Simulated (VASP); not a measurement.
Energy against volume of ZrC (rock salt). Computed with r2SCAN meta-GGA, VASP's PBE PAW potentials (set 64) (plane waves; VASP). Numerical set-up: 520 eV cut-off, 13×13×13 Γ-centred mesh, first-order Methfessel-Paxton smearing of 0.10 eV, potentials Zr_sv C.

```tsv
V (Å³/atom)	E (eV/atom)
12.304	-17.32470
12.696	-17.35333
13.089	-17.36225
13.482	-17.35421
```

Fit these four points and predict the energy of the run at 13.874 Å³/atom.

A cubic in V^(−2/3), the third-order Birch-Murnaghan form, passes through the four points with V0 = 13.09 Å³/atom and B0 = 230 GPa, and gives -17.3317 eV/atom there. The run gave -17.3316 eV/atom, +0.1 meV/atom from the fit; all five points give B0 = 230 GPa.

The compound is ZrC in the rock salt structure. It was relaxed first.
